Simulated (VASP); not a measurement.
Here is a VASP 6.6.1 calculation.

The input POSCAR:

```
SiC                                     
1.0
   -0.0000000000      2.1733129022      2.1733129022
    2.1733129022     -0.0000000000      2.1733129022
    2.1733129022      2.1733129022     -0.0000000000
  Si              C             
     1     1
Direct
     0.0000000000000000    0.0000000000000000    0.0000000000000000
     0.2500000000000000    0.2500000000000000    0.2500000000000000
```

The input INCAR.step1:

```
ALGO = Normal
EDIFF = 1E-5
ENCUT = 520
GGA = PE
ISMEAR = 0
KPAR = 4
LASPH = True
LCHARG = False
LREAL = False
LWAVE = True
NELM = 100
PREC = Accurate
SIGMA = 0.02
```

INCAR.step2

```
ALGO = Normal
EDIFF = 1E-7
EDIFFG = -0.01
ENCUT = 520
GGA = PE
HFSCREEN = 0.2
IBRION = 2
ISIF = 3
ISMEAR = 0
ISTART = 1
KPAR = 4
LASPH = True
LCHARG = False
LHFCALC = True
LREAL = False
LWAVE = False
NELM = 100
NSW = 80
PREC = Accurate
PRECFOCK = Fast
SIGMA = 0.02
```

Contents of KPOINTS:

```
k-points
0
Gamma
  6 6 6
```

Potentials or basis: VASP PAW PBE potentials, release 64 (Si, C).

Launch:

```sh
$ cat potpaw_PBE.64/Si/POTCAR potpaw_PBE.64/C/POTCAR > POTCAR
$ cp INCAR.step1 INCAR
$ mpirun -np 4 vasp_std > vasp.out
$ cp INCAR.step2 INCAR
$ mpirun -np 4 vasp_std > vasp.out
```

What does it give for the band gap on the k mesh?

2.25 eV, indirect (least direct gap 5.76 eV).

Final structure:
```
CELL_PARAMETERS angstrom
0.00000 2.17331 2.17331
2.17331 0.00000 2.17331
2.17331 2.17331 0.00000
ATOMIC_POSITIONS crystal
Si 0.00000 0.00000 0.00000
C 0.25000 0.25000 0.25000
```

Caveat: the relaxation stopped at its first step, so nothing moved. A k mesh can miss the band edges.
